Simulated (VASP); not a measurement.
Data:

```
SnO2
1.0
    9.64982     0.00000     0.00000
    0.00000     9.64982     0.00000
    0.00000     0.00000     9.71431
Sn O
24 48
Direct
  0.00000   0.00000   0.00000
  0.25000   0.25000   0.16667
  0.00000   0.00000   0.33333
  0.25000   0.25000   0.50000
  0.00000   0.00000   0.66667
  0.25000   0.25000   0.83333
  0.00000   0.50000   0.00000
  0.25000   0.75000   0.16667
  0.00000   0.50000   0.33333
  0.25000   0.75000   0.50000
  0.00000   0.50000   0.66667
  0.25000   0.75000   0.83333
  0.50000   0.00000   0.00000
  0.75000   0.25000   0.16667
  0.50000   0.00000   0.33333
  0.75000   0.25000   0.50000
  0.50000   0.00000   0.66667
  0.75000   0.25000   0.83333
  0.50000   0.50000   0.00000
  0.75000   0.75000   0.16667
  0.50000   0.50000   0.33333
  0.75000   0.75000   0.50000
  0.50000   0.50000   0.66667
  0.75000   0.75000   0.83333
  0.15325   0.15325   0.00000
  0.40325   0.09675   0.16667
  0.09675   0.40325   0.16667
  0.34675   0.34675   0.00000
  0.15325   0.15325   0.33333
  0.40325   0.09675   0.50000
  0.09675   0.40325   0.50000
  0.34675   0.34675   0.33333
  0.15325   0.15325   0.66667
  0.40325   0.09675   0.83333
  0.09675   0.40325   0.83333
  0.34675   0.34675   0.66667
  0.15325   0.65325   0.00000
  0.40325   0.59675   0.16667
  0.09675   0.90325   0.16667
  0.34675   0.84675   0.00000
  0.15325   0.65325   0.33333
  0.40325   0.59675   0.50000
  0.09675   0.90325   0.50000
  0.34675   0.84675   0.33333
  0.15325   0.65325   0.66667
  0.40325   0.59675   0.83333
  0.09675   0.90325   0.83333
  0.34675   0.84675   0.66667
  0.65325   0.15325   0.00000
  0.90325   0.09675   0.16667
  0.59675   0.40325   0.16667
  0.84675   0.34675   0.00000
  0.65325   0.15325   0.33333
  0.90325   0.09675   0.50000
  0.59675   0.40325   0.50000
  0.84675   0.34675   0.33333
  0.65325   0.15325   0.66667
  0.90325   0.09675   0.83333
  0.59675   0.40325   0.83333
  0.84675   0.34675   0.66667
  0.65325   0.65325   0.00000
  0.90325   0.59675   0.16667
  0.59675   0.90325   0.16667
  0.84675   0.84675   0.00000
  0.65325   0.65325   0.33333
  0.90325   0.59675   0.50000
  0.59675   0.90325   0.50000
  0.84675   0.84675   0.33333
  0.65325   0.65325   0.66667
  0.90325   0.59675   0.83333
  0.59675   0.90325   0.83333
  0.84675   0.84675   0.66667
```

Method: PBE GGA, VASP's PBE PAW potentials (set 64) (plane waves; VASP 6.6.1). Numerical set-up: PREC = Normal, LREAL = Auto, 400 eV cut-off, 1×1×1 Γ-centred mesh, Gaussian smearing of 0.050 eV, potentials Sn O.

At this cut-off the stress carries a Pulay error, which pulls relaxed volumes low. The supercell is sampled at Γ alone, which is coarse: total energies, pressure and levels can be off, energies of defects by several tenths of an eV.

Problem. What does the run give for the energy per atom (σ→0), pressure?

Solution. 
| Item | Result |
|---|---|
| energy per atom (σ→0) | -6.255 eV/atom |
| pressure | -5.28 GPa |

The absolute energy has meaning only against runs of the same code, potentials and settings.

The cell is a supercell, built from SnO2 (rutile).
